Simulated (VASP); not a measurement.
## HfC: single point with PBE

The system is HfC.

```xyz
2
Lattice="0.0000 2.3250 2.3250 2.3250 0.0000 2.3250 2.3250 2.3250 0.0000" Properties=species:S:1:pos:R:3 pbc="T T T"
Hf    2.3250    2.3250    2.3250
C     0.0000    0.0000    0.0000
```

```json
{
  "Program": "VASP 6.6.1",
  "Task": "single point",
  "Functional": "PBE",
  "Potentials or basis": "VASP PAW PBE potentials, release 64 (Hf_pv, C)",
  "Cutoff": "520 eV",
  "k mesh": "8 × 8 × 8",
  "Occupations": "gaussian, width 0.1 eV",
  "Spin": "no spin polarisation",
  "Further INCAR settings": "ALGO = Fast; EDIFF = 1e-07; NBANDS = 14"
}
```

```
Pressure               : -0.4 GPa
Band gap on the k mesh : none (metal or under the smearing width)
```

Levels at points of the mesh, in eV from the Fermi level:
```csv
k point,band 4,band 5,band 6,band 7,band 8,band 9,band 10,band 11
"(0.00, 0.00, 0.00)",-12.23,1.08,1.08,1.08,1.47,1.47,1.47,3.47
"(0.50, 0.00, 0.00)",-8.49,-6.06,-2.90,-2.90,5.39,5.39,5.86,6.63
"(0.50, 0.50, 0.00)",-10.33,-2.51,-1.69,-0.02,-0.02,5.39,6.81,6.81
```

It took 6 s on 1 thread of AMD EPYC 9R45 96-Core Processor (Zen 5), on a shared host, peak memory 0.11 GiB.

The run has no spin-orbit coupling, so splittings on Hf are missing.
